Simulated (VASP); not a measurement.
Here is a VASP 6.6.1 calculation.

Contents of INCAR:

```
SYSTEM = W
PREC = Accurate
ENCUT = 600
EDIFF = 1E-6
ISMEAR = 1
SIGMA = 0.1
LREAL = .False.
LASPH = .True.
NELM = 80
ALGO = Normal
ISIF = 3
LWAVE = .False.
LCHARG = .False.
GGA = PS
IBRION = 2
NSW = 90
EDIFFG = -0.01
```

File KPOINTS:

```
regular mesh
0
Gamma
  16 16 16
  0 0 0
```

Contents of POSCAR:

```
W
1.0
   -1.5823450000      1.5823450000      1.5823450000
    1.5823450000     -1.5823450000      1.5823450000
    1.5823450000      1.5823450000     -1.5823450000
W
1
Direct
    0.0000000000      0.0000000000      0.0000000000
```

Potentials or basis: VASP PAW PBE potentials, release 64 (W_sv).

The run is started by

```console
$ cat potpaw_PBE.64/W_sv/POTCAR > POTCAR
$ mpirun -np 1 vasp_std > vasp.out
```

(1) Predict the space group after relaxing (to 0.05 Å).

(2) Predict the band gap on the k mesh.

(3) What does it give for the relaxed cell?

(4) Estimate the relaxed volume.

## Answers

(1) Im-3m (No. 229).

(2) none (metal or under the smearing width).

(3) a = 2.733 Å, b = 2.733 Å, c = 2.733 Å, α = 109.47°, β = 109.47°, γ = 109.47°.

(4) 15.71 Å³/atom.

Caveat: the PAW data sets were made with another functional, which shifts forces and pressure a little.
